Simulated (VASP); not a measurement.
Energy against volume of NiSi₂ (fluorite). Computed with r2SCAN+rVV10, VASP's PBE PAW potentials (set 64) (plane waves; VASP). Run with 520 eV cut-off, 10×10×10 Γ-centred mesh, first-order Methfessel-Paxton smearing of 0.10 eV, potentials Si Ni.

| V (Å³/atom) | E (eV/atom) |
|---|---|
| 12.185 | -10.03716 |
| 12.574 | -10.05690 |
| 12.963 | -10.06358 |
| 13.352 | -10.05824 |

Problem. Fit these four points and predict the energy of the run at 13.740 Å³/atom.

Solution. A cubic in V^(−2/3), the third-order Birch-Murnaghan form, passes through the four points with V0 = 12.98 Å³/atom and B0 = 165 GPa, and gives -10.0419 eV/atom there. The run gave -10.0424 eV/atom, -0.5 meV/atom from the fit; all five points give B0 = 162 GPa.

The compound is NiSi2 in the fluorite structure. It was relaxed first. The run is not spin-polarised, so no magnetic state was tried.
